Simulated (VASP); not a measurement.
VASP input:

POSCAR:
```
CdS
1
    0.0000000000     2.9504318166     2.9504318166
    2.9504318166     0.0000000000     2.9504318166
    2.9504318166     2.9504318166     0.0000000000
Cd S
1 1
Direct
  0.0000000000   0.0000000000   0.0000000000
  0.2500000000   0.2500000000   0.2500000000
```

File KPOINTS:
```
Automatic mesh
0
Gamma
8 8 8
0 0 0
```

INCAR:
```
SYSTEM = CdS
PREC = Accurate; ENCUT = 480; LREAL = .FALSE.
LASPH = .TRUE.
EDIFF = 1E-7; NELM = 100; ALGO = Normal
LMAXMIX = 4
ISMEAR = 0; SIGMA = 0.05
GGA = PE
IBRION = 2; NSW = 40; ISIF = 3
EDIFFG = -0.01; PSTRESS = 10
LWAVE = .FALSE.; LCHARG = .FALSE.
```

POTCAR, in this order: Cd S (PBE.64 set). Program: vasp_std.

### Question
Translate this PBE calculation to Quantum ESPRESSO's pw.x.

### Answer
One equivalent input (not run):
```
&CONTROL
  calculation = 'vc-relax'
  pseudo_dir = './pseudo'
  outdir = './out'
  tprnfor = .true.
  tstress = .true.
  nstep = 40
  forc_conv_thr = 0.00039
/
&SYSTEM
  ibrav = 0
  nat = 2
  ntyp = 2
  ecutwfc = 102
  occupations = 'smearing'
  smearing = 'gaussian'
  degauss = 0.003675
  input_dft = 'pbe'
/
&ELECTRONS
  conv_thr = 7.3e-09
  electron_maxstep = 100
/
&IONS
/
&CELL
  press = 10
/
ATOMIC_SPECIES
  Cd 112.414 Cd.upf
  S 32.060 S.upf
CELL_PARAMETERS angstrom
     0.0000000    2.9504318    2.9504318
     2.9504318    0.0000000    2.9504318
     2.9504318    2.9504318    0.0000000
ATOMIC_POSITIONS crystal
  Cd   0.0000000  0.0000000  0.0000000
  S    0.2500000  0.2500000  0.2500000
K_POINTS automatic
  8 8 8 0 0 0
```
What does not carry over: the potentials are each code's own (VASP's PAW set, PseudoDojo norm-conserving files in pw.x), so ENCUT and ecutwfc are chosen apart and not converted; conv_thr bounds pw.x's estimated SCF error, while EDIFF bounds the energy change between steps; forc_conv_thr acts on force components and is met together with etot_conv_thr.

The compound is CdS in the zinc blende structure, a metastable form; wurtzite is the usual one. It was relaxed first under an external pressure of 1 GPa.
